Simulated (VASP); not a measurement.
Calculation: PBEsol GGA, VASP's PBE PAW potentials (set 64) (plane waves; VASP 6.6.1).

Input for VASP

**KPOINTS**
```
Automatic mesh
0
Gamma
16 16 16
0 0 0
```

**INCAR**
```
SYSTEM = Ni
PREC = Accurate
ENCUT = 480
EDIFF = 1E-7
NELM = 100
ALGO = Normal
LREAL = .FALSE.
LASPH = .TRUE.
ISMEAR = 1
SIGMA = 0.1
GGA = PS
LMAXMIX = 4
ISPIN = 2
MAGMOM = 0.6
LORBIT = 10
LWAVE = .FALSE.
LCHARG = .FALSE.
ISIF = 2
```

### POSCAR
```
Ni
1
    0.0000000000     1.7201699958     1.7201699958
    1.7288140662     0.0000000000     1.7201699958
    1.7288140662     1.7201699958     0.0000000000
Ni
1
Direct
  0.0000000000   0.0000000000   0.0000000000
```

POTCAR, in this order: Ni (PBE.64 set). Program: vasp_std.

Output

### OUTCAR
```
 ion  position               nearest neighbor table
   1  0.000  0.000  0.000-
  LATTYP: Found a body centered tetragonal cell.
 ALAT       =     2.4326877376
 C/A-ratio  =     1.4213201632
 Subroutine PRICEL returns:
 Original cell was already a primitive cell.
 Subroutine GETGRP returns: Found 16 space group operations
The static configuration has the point symmetry D_4h.
The dynamic configuration has the point symmetry D_4h.
The overall configuration has the point symmetry D_4h.
 Subroutine INISYM returns: Found 16 space group operations
 Subroutine IBZKPT returns following result:
 Found    349 irreducible k-points:

 Following reciprocal coordinates:
            Coordinates               Weight
  0.000000  0.000000  0.000000      1.000000
  0.062500  0.000000  0.000000      8.000000
  0.125000  0.000000  0.000000      8.000000
  0.187500  0.000000  0.000000      8.000000
  0.250000  0.000000  0.000000      8.000000
  0.312500 -0.000000 -0.000000      8.000000
  0.375000  0.000000  0.000000      8.000000
  0.437500  0.000000  0.000000      8.000000
  0.500000  0.000000  0.000000      4.000000
  0.062500  0.062500  0.000000      4.000000
  0.125000  0.062500  0.000000     16.000000
  0.187500  0.062500  0.000000     16.000000
  0.250000  0.062500  0.000000     16.000000
  0.312500  0.062500 -0.000000     16.000000
  0.375000  0.062500  0.000000     16.000000
  0.437500  0.062500 -0.000000     16.000000
  0.500000  0.062500  0.000000     16.000000
 -0.437500  0.062500  0.000000     16.000000
 -0.375000  0.062500 -0.000000     16.000000
 -0.312500  0.062500  0.000000     16.000000
 -0.250000  0.062500  0.000000     16.000000
 -0.187500  0.062500  0.000000     16.000000
 -0.125000  0.062500  0.000000     16.000000
...
```

### OSZICAR
```
       N       E                     dE             d eps       ncg     rms          rms(c)
DAV:   1     0.204405410522E+02    0.20441E+02   -0.46222E+03 12932   0.136E+03
DAV:   2    -0.695953511134E+01   -0.27400E+02   -0.26366E+02 12676   0.162E+02
DAV:   3    -0.733847755482E+01   -0.37894E+00   -0.37839E+00 14144   0.253E+01
DAV:   4    -0.734185350386E+01   -0.33759E-02   -0.33755E-02 14035   0.209E+00
DAV:   5    -0.734193590366E+01   -0.82400E-04   -0.82399E-04 14246   0.283E-01    0.112E+01
DAV:   6    -0.647198636951E+01    0.86995E+00   -0.18179E+01 13202   0.705E+01    0.566E+00
DAV:   7    -0.615760072452E+01    0.31439E+00   -0.26984E+00 13291   0.257E+01    0.205E+00
DAV:   8    -0.613841784844E+01    0.19183E-01   -0.23501E-02 18406   0.175E+00    0.964E-01
DAV:   9    -0.613581604588E+01    0.26018E-02   -0.14619E-03 18603   0.352E-01    0.276E-01
DAV:  10    -0.613513698942E+01    0.67906E-03   -0.61926E-04 18016   0.199E-01    0.317E-02
DAV:  11    -0.613513490992E+01    0.20795E-05   -0.16792E-05 15999   0.529E-02    0.274E-02
DAV:  12    -0.613513647544E+01   -0.15655E-05   -0.20398E-06 16471   0.155E-02    0.617E-03
DAV:  13    -0.613513665084E+01   -0.17541E-06   -0.44104E-07 12846   0.770E-03    0.226E-03
DAV:  14    -0.613513660824E+01    0.42603E-07   -0.94873E-09  6590   0.168E-03
   1 F= -.61351366E+01 E0= -.61351947E+01  d E =0.174403E-03  mag=     0.5835
```

### OUTCAR
```
------------------------ aborting loop because EDIFF is reached ----------------------------------------
  FORCE on cell =-STRESS in cart. coord.  units (eV):
  Direction    XX          YY          ZZ          XY          YZ          ZX
  --------------------------------------------------------------------------------------
  Total        0.1610866      0.2073935      0.2073935      0.0000000      0.0000000      0.0000000
  in kB       25.2260385     32.4776568     32.4776568      0.0000000      0.0000000      0.0000000
  external PRESSURE =      30.0604507 kB  Pullay stress =       0.0000000 kB
  volume of cell :       10.23
      direct lattice vectors                 reciprocal lattice vectors
     0.000000000  1.720169996  1.720169996    -0.289215601  0.290668946  0.290668946
     1.728814066  0.000000000  1.720169996     0.289215601 -0.290668946  0.290668946
     1.728814066  1.720169996  0.000000000     0.289215601  0.290668946 -0.290668946
 POSITION                                       TOTAL-FORCE (eV/Angst)
 -----------------------------------------------------------------------------------
      0.00000      0.00000      0.00000         0.000000      0.000000     -0.000000
 -----------------------------------------------------------------------------------
    total drift:                                0.000000     -0.000000      0.000000
  FREE ENERGIE OF THE ION-ELECTRON SYSTEM (eV)
  ---------------------------------------------------
  free  energy   TOTEN  =        -6.1351366082 eV

  energy  without entropy=       -6.1353110109  energy(sigma->0) =       -6.13519474

 total charge

# of ion       s       p       d       tot
------------------------------------------
    1        0.527   0.560   8.344   9.431

 magnetization (x)

# of ion       s       p       d       tot
------------------------------------------
    1       -0.007  -0.024   0.618   0.588
```
(Selected blocks of OUTCAR.)

The compound is Ni in the fcc structure. This cell was strained or had an atom moved on purpose.
